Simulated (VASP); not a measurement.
Data:

```
CELL_PARAMETERS angstrom
      2.73933     0.00000     0.00000
     -1.36966     2.37233     0.00000
      0.00000     0.00000     4.15193
ATOMIC_POSITIONS crystal
  Li 0.00000 0.00000 0.00000
  Pd 0.33333 0.66667 0.50000
```

Level of theory: PBEsol GGA with spin-orbit coupling, VASP's PBE PAW potentials (set 64) (plane waves; VASP 6.6.1). Run with 520 eV cut-off, 14×14×8 Γ-centred mesh, Gaussian smearing of 0.050 eV, potentials Li_sv Pd.

Give the energies of bands 3 to 16 at the high-symmetry points, in eV from the Fermi level.

```tsv
band	Γ	M	K	A	L	H
3	-6.11	-4.84	-3.25	-5.74	-4.80	-3.49
4	-6.11	-4.84	-3.21	-5.74	-4.80	-3.40
5	-4.04	-3.90	-3.11	-2.87	-4.11	-3.15
6	-4.04	-3.90	-3.08	-2.87	-4.11	-3.09
7	-2.88	-2.90	-2.90	-2.80	-1.85	-3.03
8	-2.88	-2.90	-2.86	-2.80	-1.85	-2.89
9	-2.48	-1.57	-2.80	-2.47	-1.57	-2.77
10	-2.48	-1.57	-2.74	-2.47	-1.57	-2.66
11	-1.17	0.04	-2.56	-2.21	0.04	-1.67
12	-1.17	0.04	-2.54	-2.21	0.04	-1.66
13	-0.95	0.77	3.22	-1.20	1.34	2.98
14	-0.95	0.77	3.25	-1.20	1.34	2.98
15	1.03	3.70	3.92	-1.00	1.75	5.49
16	1.03	3.70	3.92	-1.00	1.75	5.54
```

It has no gap at this level: it comes out as a metal or semimetal.

The structure comes from a computed database's LiPd entry (P-6m2); how it stands against other phases isn't given here. It was relaxed first.
